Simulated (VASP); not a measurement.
Computed with PBE GGA, VASP's PBE PAW potentials (set 64) (plane waves; VASP).

Input for VASP

**INCAR**
```
EDIFF  =  1E-6   ! SCF stop (eV)
ALGO  =  Normal   ! blocked Davidson
LCHARG  =  .False.
ISMEAR  =  0   ! Gaussian
NELM  =  100
ENCUT  =  320
SYSTEM  =  Ga2O3
SIGMA  =  0.01   ! width (eV)
GGA  =  PE   ! PBE
LREAL  =  .False.   ! projection in real space or not
LWAVE  =  .False.
LMAXMIX  =  4
LASPH  =  .True.   ! aspherical one-centre terms
ISIF  =  2
PREC  =  Accurate
```

**POSCAR**
```
Ga2O3
1
    6.1304110000    -1.5213470000     0.0000000000
    6.1304110000     1.5213470000     0.0000000000
   -1.3819120000     0.0000000000     5.6413090000
Ga O
4 6
Direct
  0.3411600000   0.3411600000   0.6852700000
  0.6588400000   0.6588400000   0.3147300000
  0.9095300000   0.9095300000   0.2052100000
  0.0904700000   0.0904700000   0.7947900000
  0.5035300000   0.5035300000   0.7433400000
  0.4964700000   0.4964700000   0.2566600000
  0.8266300000   0.8266300000   0.4367700000
  0.1733700000   0.1733700000   0.5632300000
  0.1645000000   0.1645000000   0.1091500000
  0.8355000000   0.8355000000   0.8908500000
```

KPOINTS:
```
K-points
0
Gamma
 7 7 4
0 0 0
```

POTCAR, in this order: Ga_d O (PBE.64 set). Program: vasp_std.

Output of the run:

OUTCAR:
```
 ion  position               nearest neighbor table
   1  0.341  0.341  0.685-   5 1.94  10 1.95  10 1.95   8 2.01   7 2.08   7 2.08
   2  0.659  0.659  0.315-   6 1.94   9 1.95   9 1.95   7 2.01   8 2.08   8 2.08
   3  0.910  0.910  0.205-  10 1.84   6 1.84   6 1.84   7 1.87
   4  0.090  0.090  0.795-   9 1.84   5 1.84   5 1.84   8 1.87
   5  0.504  0.504  0.743-   4 1.84   4 1.84   1 1.94
   6  0.496  0.496  0.257-   3 1.84   3 1.84   2 1.94
   7  0.827  0.827  0.437-   3 1.87   2 2.01   1 2.08   1 2.08
   8  0.173  0.173  0.563-   4 1.87   1 2.01   2 2.08   2 2.08
   9  0.164  0.164  0.109-   4 1.84   2 1.95   2 1.95
  10  0.836  0.836  0.891-   3 1.84   1 1.95   1 1.95
  LATTYP: Found a base centered monoclinic cell.
 ALAT       =    12.2608220000
 B/A-ratio  =     0.2481639486
 C/A-ratio  =     0.4737122787
 COS(beta)  =    -0.2379283313
 Subroutine PRICEL returns:
 Original cell was already a primitive cell.
 Subroutine GETGRP returns: Found  4 space group operations
The static configuration has the point symmetry C_2h.
The dynamic configuration has the point symmetry C_2h.
 Subroutine INISYM returns: Found  4 space group operations
 Subroutine IBZKPT returns following result:
 Found     60 irreducible k-points:

 Following reciprocal coordinates:
            Coordinates               Weight
  0.000000  0.000000  0.000000      1.000000
  0.142857  0.000000 -0.000000      4.000000
  0.285714 -0.000000  0.000000      4.000000
  0.428571 -0.000000  0.000000      4.000000
  0.142857  0.142857 -0.000000      2.000000
  0.285714  0.142857 -0.000000      4.000000
  0.428571  0.142857  0.000000      4.000000
 -0.428571  0.142857 -0.000000      4.000000
 -0.285714  0.142857  0.000000      4.000000
 -0.142857  0.142857  0.000000      2.000000
  0.285714  0.285714  0.000000      2.000000
  0.428571  0.285714  0.000000      4.000000
 -0.428571  0.285714 -0.000000      4.000000
 -0.285714  0.285714  0.000000      2.000000
  0.428571  0.428571  0.000000      2.000000
 -0.428571  0.428571  0.000000      2.000000
  0.000000  0.000000  0.250000      2.000000
  0.142857  0.000000  0.250000      4.000000
  0.285714 -0.000000  0.250000      4.000000
  0.428571 -0.000000  0.250000      4.000000
 -0.428571  0.000000  0.250000      4.000000
 -0.285714  0.000000  0.250000      4.000000
 -0.142857  0.000000  0.250000      4.000000
  0.142857  0.142857  0.250000      2.000000
  0.285714  0.142857  0.250000      4.000000
  0.428571  0.142857  0.250000      4.000000
 -0.428571  0.142857  0.250000      4.000000
 -0.285714  0.142857  0.250000      4.000000
 -0.142857  0.142857  0.250000      4.000000
  0.285714  0.285714  0.250000      2.000000
  0.428571  0.285714  0.250000      4.000000
 -0.428571  0.285714  0.250000      4.000000
 -0.285714  0.285714  0.250000      4.000000
 -0.142857  0.285714  0.250000      4.000000
  0.428571  0.428571  0.250000      2.000000
 -0.428571  0.428571  0.250000      4.000000
 -0.285714  0.428571  0.250000      4.000000
 -0.142857  0.428571  0.250000      4.000000
 -0.428571 -0.428571  0.250000      2.000000
 -0.285714 -0.428571  0.250000      4.000000
   k-points           NKPTS =     60   k-points in BZ     NKDIM =     60   number of bands    NBANDS=     52
   number of dos      NEDOS =    301   number of ions     NIONS =     10
   total plane-waves  NPLWV =  57600
   dimension x,y,z NGX =    40 NGY =   40 NGZ =   36
   dimension x,y,z NGXF=    80 NGYF=   80 NGZF=   72
   ions per type =               4   6
   PREC   = accura    normal or accurate (medium, high low for compatibility)
   ISTART =      0    job   : 0-new  1-cont  2-samecut
...
```

OSZICAR:
```
       N       E                     dE             d eps       ncg     rms          rms(c)
DAV:   1     0.987852197418E+03    0.98785E+03   -0.30633E+04  7036   0.234E+03
DAV:   2     0.113423700929E+03   -0.87443E+03   -0.83928E+03  7064   0.628E+02
DAV:   3    -0.556798170922E+02   -0.16910E+03   -0.16588E+03  7036   0.212E+02
DAV:   4    -0.678902688676E+02   -0.12210E+02   -0.12114E+02  8436   0.629E+01
DAV:   5    -0.681603143072E+02   -0.27005E+00   -0.26931E+00  7516   0.921E+00    0.160E+01
DAV:   6    -0.602238771772E+02    0.79364E+01   -0.27001E+01 11824   0.577E+01    0.545E+00
DAV:   7    -0.602620282397E+02   -0.38151E-01   -0.26803E+00  6856   0.835E+00    0.367E+00
DAV:   8    -0.602078285155E+02    0.54200E-01   -0.44953E-01  9368   0.660E+00    0.102E+00
DAV:   9    -0.601835233546E+02    0.24305E-01   -0.10768E-01  9708   0.443E+00    0.224E-01
DAV:  10    -0.601846615999E+02   -0.11382E-02   -0.17981E-02  9528   0.140E+00    0.145E-01
DAV:  11    -0.601850218790E+02   -0.36028E-03   -0.31103E-03  7076   0.756E-01    0.874E-02
DAV:  12    -0.601850958262E+02   -0.73947E-04   -0.12025E-03  9696   0.505E-01    0.218E-02
DAV:  13    -0.601851149701E+02   -0.19144E-04   -0.19845E-04  9724   0.129E-01    0.133E-02
DAV:  14    -0.601851167522E+02   -0.17821E-05   -0.64416E-05  8700   0.689E-02    0.761E-03
DAV:  15    -0.601851161704E+02    0.58182E-06   -0.67814E-06  7828   0.319E-02
   1 F= -.60185116E+02 E0= -.60185116E+02  d E =-.245079E-48
```

File OUTCAR:
```
------------------------ aborting loop because EDIFF is reached ----------------------------------------
  FORCE on cell =-STRESS in cart. coord.  units (eV):
  Direction    XX          YY          ZZ          XY          YZ          ZX
  --------------------------------------------------------------------------------------
  Total      -14.5704873    -13.6727894    -14.6480144      0.0000000      0.0000000      0.2125583
  in kB     -221.8487057   -208.1804527   -223.0291265      0.0000000      0.0000000      3.2363904
  external PRESSURE =    -217.6860950 kB  Pullay stress =       0.0000000 kB
  volume of cell :      105.23
      direct lattice vectors                 reciprocal lattice vectors
     6.130411000 -1.521347000  0.000000000     0.081560600 -0.328656119  0.019979330
     6.130411000  1.521347000  0.000000000     0.081560600  0.328656119  0.019979330
    -1.381912000  0.000000000  5.641309000     0.000000000  0.000000000  0.177263823
 POSITION                                       TOTAL-FORCE (eV/Angst)
 -----------------------------------------------------------------------------------
      3.23592      0.00000      3.86582         0.045070      0.000000      0.064486
      7.64299      0.00000      1.77549        -0.045070      0.000000     -0.064486
     10.86800      0.00000      1.15765         0.011785      0.000000     -0.028107
      0.01091      0.00000      4.48366        -0.011785      0.000000      0.028107
      5.14646      0.00000      4.19341        -0.003781      0.000000     -0.026938
      5.73245      0.00000      1.44790         0.003781      0.000000      0.026938
      9.53159      0.00000      2.46395        -0.061089      0.000000      0.062476
      1.34732      0.00000      3.17735         0.061089      0.000000     -0.062476
      1.86607      0.00000      0.61575         0.236568      0.000000      0.000376
      9.01284      0.00000      5.02556        -0.236568      0.000000     -0.000376
 -----------------------------------------------------------------------------------
    total drift:                               -0.000000     -0.000000      0.000000
  FREE ENERGIE OF THE ION-ELECTRON SYSTEM (eV)
  ---------------------------------------------------
  free  energy   TOTEN  =       -60.1851161704 eV

  energy  without entropy=      -60.1851161704  energy(sigma->0) =      -60.18511617
```
(Selected blocks of OUTCAR.)

At this cut-off the stress carries a Pulay error, which pulls relaxed volumes low.

The structure comes from a computed database's Ga2O3 entry; how it stands against other phases isn't given here. The cell was not relaxed at this level. The run is one of a series of settings (ENCUT = 320 against the base run), some of them coarse on purpose.
